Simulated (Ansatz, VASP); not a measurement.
**HfO2: VASP beside Ansatz**

One calculation is typed for both programs; each brings its own data sets. How far apart do they land? The cell is taken from a series of runs on this material, whose earlier steps may have relaxed, scaled, displaced or heated it; both programs get it as it stands.

Main program and level: Ansatz 0.2.0; plane waves, with VASP 6.6.1 beside it; zone-centre phonons at LDA.

**1. The starting structure**

It takes space group P2_1/c (No. 14, monoclinic). Conventional cell: a = 5.129 Å, b = 5.169 Å, c = 5.317 Å, α = 90.00°, β = 100.00°, γ = 90.00°. Nearest to O lie 4 Hf at 2.14 to 2.26 Å. O has 3 Hf at 2.04 to 2.13 Å nearest. Hf has 7 O at 2.04 to 2.26 Å nearest. Farther neighbours and most contacts between anions are not listed.

**2. VASP: zone-centre phonons, LDA**

Second derivatives magnify differences that forces hide, and they need a tight electronic threshold.

Lines of VASP's logs that name or quote its potential files are left out, and so is its time.

Contents of INCAR:

```
SYSTEM = HfO2
PREC = Accurate
ENCUT = 600
EDIFF = 1E-08
NELM = 120
ISMEAR = 0
SIGMA = 0.01
LREAL = .FALSE.
ALGO = Normal
GGA = CA
NBANDS = 56
LASPH = .TRUE.
LORBIT = 11
LWAVE = .FALSE.
LCHARG = .FALSE.
ISIF = 2
IBRION = 8
LEPSILON = .TRUE.
GGA_COMPAT = .FALSE.
EFERMI = MIDGAP
KPAR = 2
```

Contents of POSCAR:

```
HfO2
1.0
    5.1287114641      0.0000000000     -0.0306599838
    0.0000000000      5.1688441998      0.0000000000
   -0.8916808091      0.0000000000      5.2415163135
O Hf
8 4
Direct
    0.4508434556      0.7569348180      0.4765359691
    0.5491565444      0.2569348180      0.0234640309
    0.5491565444      0.2430651820      0.5234640309
    0.4508434556      0.7430651820      0.9765359691
    0.0655700004      0.3267884545      0.3505635096
    0.9344299996      0.8267884545      0.1494364904
    0.9344299996      0.6732115455      0.6494364904
    0.0655700004      0.1732115455      0.8505635096
    0.2760546008      0.0440909324      0.2084774817
    0.7239453992      0.5440909324      0.2915225183
    0.7239453992      0.9559090676      0.7915225183
    0.2760546008      0.4559090676      0.7084774817
```

Contents of KPOINTS:

```
Automatic mesh
0
Gamma
4 4 4
0 0 0
```

The projector-augmented-wave data sets are O and Hf_pv (LDA family, release 64).

Started as:

```sh
mpirun -np 2 vasp_std
```

Numbers of over 12 decimals in the logs are rounded to 6 here.

Log:

```text
[banner, memory and clock lines left out]
running    2 mpi-ranks, on    1 nodes
 distrk:  each k-point on    1 cores,    2 groups
 distr:  one band on    1 cores,    1 groups

 POSCAR found type information on POSCAR O Hf
 POSCAR found :  2 types and      12 ions
 LDA part: xc-table for (Slater(with rela. corr.)+CA(PZ))
 , standard interpolation
 POSCAR, INCAR and KPOINTS ok, starting setup
 FFT: planning ... GRIDC
 FFT: planning ... GRID_SOFT
 FFT: planning ... GRID
 WAVECAR not read
 entering main loop
       N       E                     dE             d eps       ncg     rms          rms(c)
DAV:   1     0.589739032913E+03    0.58974E+03   -0.54445E+04  3360   0.175E+03
DAV:   2    -0.117456256433E+03   -0.70720E+03   -0.68724E+03  4256   0.428E+02
DAV:   3    -0.153559595003E+03   -0.36103E+02   -0.35955E+02  3928   0.867E+01
DAV:   4    -0.154039789474E+03   -0.48019E+00   -0.47925E+00  4232   0.108E+01
DAV:   5    -0.154047165667E+03   -0.73762E-02   -0.73735E-02  4008   0.127E+00    0.111E+02
DAV:   6    -0.133563511636E+03    0.20484E+02   -0.11016E+02  3776   0.412E+01    0.932E+01
DAV:   7    -0.132959563685E+03    0.60395E+00   -0.61684E+00  4096   0.120E+01    0.534E+01
DAV:   8    -0.132835539115E+03    0.12402E+00   -0.51289E-01  3864   0.385E+00    0.106E+01
DAV:   9    -0.132796708772E+03    0.38830E-01   -0.16097E-01  3832   0.210E+00    0.427E+00
DAV:  10    -0.132794293730E+03    0.24150E-02   -0.15090E-02  4176   0.578E-01    0.524E-01
DAV:  11    -0.132794249992E+03    0.43739E-04   -0.17197E-03  4080   0.228E-01    0.361E-01
DAV:  12    -0.132794296284E+03   -0.46292E-04   -0.46588E-04  3920   0.995E-02    0.244E-01
DAV:  13    -0.132794267515E+03    0.28769E-04   -0.15348E-04  3872   0.520E-02    0.405E-02
DAV:  14    -0.132794267103E+03    0.41217E-06   -0.15069E-05  4312   0.199E-02    0.405E-02
DAV:  15    -0.132794267228E+03   -0.12476E-06   -0.18047E-06  4032   0.604E-03    0.426E-03
DAV:  16    -0.132794267232E+03   -0.38599E-08   -0.64611E-08  4032   0.111E-03
   1 F= -.13279427E+03 E0= -.13279427E+03  d E =0.000000E+00
 Linear response reoptimize wavefunctions to high precision
DAV:   1    -0.132794267212E+03    0.19680E-07   -0.15053E-07  3384   0.190E-03
DAV:   2    -0.132794267214E+03   -0.17726E-08   -0.17023E-08  3056   0.600E-04
DAV:   3    -0.132794267214E+03   -0.10914E-09   -0.51952E-10  2376   0.904E-05
 Linear response G [H, r] |phi>, progress :
  Direction:   1
       N       E                     dE             d eps       ncg     rms
RMM:   1    -0.368973380112E+03   -0.36897E+03    0.29184E+03  4845   0.234E+02
RMM:   2    -0.354169881612E+03    0.14803E+02   -0.15447E+02  5415   0.421E+01
RMM:   3    -0.355843641410E+03   -0.16738E+01   -0.11558E+01  6559   0.781E+00
RMM:   4    -0.355904654014E+03   -0.61013E-01   -0.77705E-01  7147   0.172E+00
RMM:   5    -0.355901981682E+03    0.26723E-02   -0.47534E-02  6696   0.412E-01
RMM:   6    -0.355902356155E+03   -0.37447E-03   -0.50672E-03  7073   0.114E-01
RMM:   7    -0.355902390254E+03   -0.34099E-04   -0.68603E-04  7029   0.383E-02
RMM:   8    -0.355902394205E+03   -0.39517E-05   -0.44258E-04  7003   0.197E-02
RMM:   9    -0.355902399818E+03   -0.56125E-05   -0.75889E-04  6860   0.162E-02
RMM:  10    -0.355902397562E+03    0.22561E-05   -0.53601E-04  6737   0.153E-02
RMM:  11    -0.355902397405E+03    0.15639E-06    0.18094E-05  6764   0.151E-02
RMM:  12    -0.355902402423E+03   -0.50177E-05   -0.77533E-04  6616   0.151E-02
 Linear response G [H, r] |phi>, progress :
  Direction:   2
       N       E                     dE             d eps       ncg     rms
RMM:   1    -0.364449511968E+03   -0.36445E+03    0.29634E+03  4777   0.235E+02
RMM:   2    -0.354029695406E+03    0.10420E+02   -0.15900E+02  5396   0.420E+01
RMM:   3    -0.355924596232E+03   -0.18949E+01   -0.11852E+01  6607   0.789E+00
RMM:   4    -0.355999443539E+03   -0.74847E-01   -0.84642E-01  7208   0.172E+00
RMM:   5    -0.355996744442E+03    0.26991E-02   -0.40028E-02  6671   0.392E-01
RMM:   6    -0.355997157376E+03   -0.41293E-03   -0.58094E-03  7097   0.110E-01
RMM:   7    -0.355997176928E+03   -0.19552E-04   -0.13991E-03  6919   0.366E-02
RMM:   8    -0.355997204939E+03   -0.28011E-04   -0.68052E-04  6961   0.183E-02
RMM:   9    -0.355997182248E+03    0.22691E-04   -0.12996E-03  6775   0.152E-02
RMM:  10    -0.355997210802E+03   -0.28555E-04   -0.20016E-03  6695   0.144E-02
RMM:  11    -0.355997165599E+03    0.45203E-04   -0.40869E-03  6747   0.142E-02
RMM:  12    -0.355997198960E+03   -0.33361E-04   -0.25960E-03  6516   0.142E-02
 Linear response G [H, r] |phi>, progress :
  Direction:   3
       N       E                     dE             d eps       ncg     rms
RMM:   1    -0.362921739482E+03   -0.36292E+03    0.28066E+03  4743   0.231E+02
RMM:   2    -0.354768175817E+03    0.81536E+01   -0.15785E+02  5420   0.417E+01
RMM:   3    -0.356826090341E+03   -0.20579E+01   -0.12675E+01  6547   0.783E+00
[...]
RMM:   8    -0.367249194145E+00    0.34717E-04   -0.58785E-07  6727   0.205E-03    0.932E-04
RMM:   9    -0.367257164618E+00   -0.79705E-05    0.18776E-08  6898   0.612E-04    0.923E-04
RMM:  10    -0.367259339774E+00   -0.21752E-05    0.14696E-07  7362   0.302E-04    0.203E-04
RMM:  11    -0.367258861299E+00    0.47847E-06    0.48339E-08  7559   0.240E-04    0.205E-04
[...]
RMM:   8    -0.236959745534E+00   -0.30273E-05    0.14237E-06  8323   0.199E-03    0.567E-03
RMM:   9    -0.236962603907E+00   -0.28584E-05   -0.30477E-06  7560   0.132E-03    0.189E-03
RMM:  10    -0.236962748057E+00   -0.14415E-06   -0.31248E-06  9025   0.506E-04    0.250E-04
RMM:  11    -0.236962739894E+00    0.81628E-08   -0.20602E-06  9247   0.318E-04    0.113E-04
RMM:  12    -0.236962738329E+00    0.15649E-08   -0.15929E-06  8731   0.271E-04    0.541E-05
RMM:  13    -0.236962669396E+00    0.68933E-07   -0.15955E-06  9271   0.252E-04    0.307E-05
RMM:  14    -0.236962739772E+00   -0.70376E-07   -0.19242E-06  9097   0.244E-04    0.703E-06
RMM:  15    -0.236962705182E+00    0.34590E-07   -0.18148E-06  9220   0.241E-04    0.764E-06
RMM:  16    -0.236962697555E+00    0.76269E-08   -0.13641E-06  9283   0.240E-04    0.277E-06
RMM:  17    -0.236962693663E+00    0.38921E-08   -0.17649E-06  9104   0.239E-04    0.128E-06
RMM:  18    -0.236962716223E+00   -0.22560E-07   -0.16615E-06  8968   0.239E-04    0.105E-06
RMM:  19    -0.236962687910E+00    0.28313E-07   -0.16722E-06  8870   0.239E-04    0.744E-07
RMM:  20    -0.236962725520E+00   -0.37610E-07   -0.17534E-06  8896   0.239E-04    0.571E-07
RMM:  21    -0.236962697021E+00    0.28499E-07   -0.17959E-06  8905   0.239E-04    0.597E-07
RMM:  22    -0.236962727490E+00   -0.30469E-07   -0.17497E-06  8954   0.239E-04    0.517E-07
RMM:  23    -0.236962703648E+00    0.23842E-07   -0.18431E-06  9016   0.239E-04    0.519E-07
 first order change of Fermi-energy   0.42016E+00
 force on displaced ion       9 direction 1 : -19.616  -0.265  -0.194
 Born effective charge ion    9 direction 1 :   5.308  -0.171   0.224
 Linear response progress:
  Degree of freedom:   8/  9
       N       E                     dE             d eps       ncg     rms          rms(c)
RMM:   1    -0.247657670890E+00   -0.24766E+00    0.24827E+00  4784   0.619E+00
RMM:   2    -0.238475708635E+00    0.91820E-02   -0.41451E-02  6057   0.806E-01    0.926E-01
RMM:   3    -0.237646738130E+00    0.82897E-03   -0.20908E-03  7331   0.141E-01    0.553E-01
RMM:   4    -0.236805557722E+00    0.84118E-03   -0.57621E-04  7794   0.897E-02    0.201E-01
RMM:   5    -0.236589750826E+00    0.21581E-03   -0.21806E-04  9051   0.310E-02    0.435E-02
RMM:   6    -0.236619351144E+00   -0.29600E-04   -0.60345E-06  7514   0.122E-02    0.321E-02
RMM:   7    -0.236634174182E+00   -0.14823E-04   -0.14249E-05  8815   0.393E-03    0.282E-02
RMM:   8    -0.236636056070E+00   -0.18819E-05   -0.92599E-06  8321   0.250E-03    0.296E-03
RMM:   9    -0.236639214736E+00   -0.31587E-05   -0.32143E-06  7402   0.152E-03    0.142E-03
RMM:  10    -0.236639376860E+00   -0.16212E-06   -0.44688E-06  8956   0.575E-04    0.298E-04
RMM:  11    -0.236639186681E+00    0.19018E-06   -0.20334E-06  8704   0.340E-04    0.201E-04
RMM:  12    -0.236639233751E+00   -0.47070E-07   -0.36425E-06  9154   0.288E-04    0.139E-04
RMM:  13    -0.236639322804E+00   -0.89053E-07   -0.36872E-06  9085   0.271E-04    0.241E-05
RMM:  14    -0.236639326352E+00   -0.35483E-08   -0.46872E-06  9011   0.265E-04    0.154E-05
RMM:  15    -0.236639109420E+00    0.21693E-06   -0.17842E-06  9240   0.262E-04    0.400E-06
RMM:  16    -0.236639351889E+00   -0.24247E-06   -0.48897E-06  9436   0.261E-04    0.385E-06
RMM:  17    -0.236639119652E+00    0.23224E-06   -0.15576E-06  9159   0.260E-04    0.304E-06
RMM:  18    -0.236639203181E+00   -0.83529E-07   -0.36499E-06  9125   0.260E-04    0.170E-06
RMM:  19    -0.236639113936E+00    0.89245E-07   -0.15835E-06  8976   0.260E-04    0.143E-06
RMM:  20    -0.236639212474E+00   -0.98538E-07   -0.35642E-06  9003   0.260E-04    0.948E-07
RMM:  21    -0.236639140465E+00    0.72008E-07   -0.19820E-06  8973   0.260E-04    0.107E-06
RMM:  22    -0.236639255218E+00   -0.11475E-06   -0.37069E-06  9037   0.260E-04    0.887E-07
RMM:  23    -0.236639107344E+00    0.14787E-06   -0.19325E-06  9061   0.260E-04    0.104E-06
 first order change of Fermi-energy  -0.17952E+00
 force on displaced ion       9 direction 2 :  -0.265 -20.779   0.616
 Born effective charge ion    9 direction 2 :  -0.327   5.221   0.324
 Linear response progress:
  Degree of freedom:   9/  9
       N       E                     dE             d eps       ncg     rms          rms(c)
RMM:   1    -0.249369818950E+00   -0.24937E+00    0.23966E+00  4815   0.611E+00
RMM:   2    -0.239567187490E+00    0.98026E-02   -0.41441E-02  6056   0.801E-01    0.937E-01
RMM:   3    -0.238883464243E+00    0.68372E-03   -0.17958E-03  7298   0.134E-01    0.557E-01
RMM:   4    -0.238154860235E+00    0.72860E-03   -0.66058E-04  7988   0.794E-02    0.190E-01
RMM:   5    -0.237946686121E+00    0.20817E-03   -0.14027E-04  9047   0.258E-02    0.385E-02
RMM:   6    -0.237978943838E+00   -0.32258E-04   -0.57297E-05  7636   0.103E-02    0.293E-02
RMM:   7    -0.237986716438E+00   -0.77726E-05   -0.18585E-05  8751   0.354E-03    0.240E-02
RMM:   8    -0.237984291226E+00    0.24252E-05    0.79960E-06  8575   0.168E-03    0.646E-03
RMM:   9    -0.237986922095E+00   -0.26309E-05   -0.60502E-06  7882   0.887E-04    0.285E-04
RMM:  10    -0.237987139525E+00   -0.21743E-06   -0.64083E-06  9103   0.443E-04    0.435E-04
RMM:  11    -0.237986868896E+00    0.27063E-06   -0.34673E-06  9138   0.326E-04    0.298E-04
RMM:  12    -0.237986869554E+00   -0.65817E-09   -0.24527E-06  9347   0.290E-04    0.161E-04
RMM:  13    -0.237987111258E+00   -0.24170E-06   -0.41633E-06  9114   0.277E-04    0.205E-05
RMM:  14    -0.237986967770E+00    0.14349E-06   -0.18258E-06  9218   0.270E-04    0.908E-06
RMM:  15    -0.237987327549E+00   -0.35978E-06   -0.64375E-06  9392   0.267E-04    0.777E-06
RMM:  16    -0.237987208418E+00    0.11913E-06   -0.37016E-06  9418   0.266E-04    0.208E-06
RMM:  17    -0.237987381511E+00   -0.17309E-06   -0.69823E-06  9259   0.265E-04    0.105E-06
RMM:  18    -0.237987205741E+00    0.17577E-06   -0.36707E-06  9109   0.265E-04    0.321E-06
RMM:  19    -0.237987406656E+00   -0.20091E-06   -0.72116E-06  9059   0.265E-04    0.151E-06
RMM:  20    -0.237987269049E+00    0.13761E-06   -0.40109E-06  9036   0.265E-04    0.133E-06
RMM:  21    -0.237987321207E+00   -0.52158E-07   -0.66394E-06  9090   0.265E-04    0.157E-06
RMM:  22    -0.237987308399E+00    0.12807E-07   -0.44609E-06  9127   0.265E-04    0.141E-06
 first order change of Fermi-energy   0.19274E+00
 force on displaced ion       9 direction 3 :  -0.193   0.611 -20.181
 Born effective charge ion    9 direction 3 :   0.210   0.180   4.812
 Born effective charges drift removed
 Linear response finished
```

(Part 1 of 3 ends here.)

[Lines on the potential files, build, host, timing and source positions are cut from VASP's logs without a mark.]

[Logs are printed without paths, hosts, clocks, repeated set-up lines and the standing remarks that a program may print on its own settings, such as how far it seeks lower states.]

[Hosts, paths, dates, database ids (printed as entryN), source tags and the programs' standing remarks are cut or masked in the printed files.]
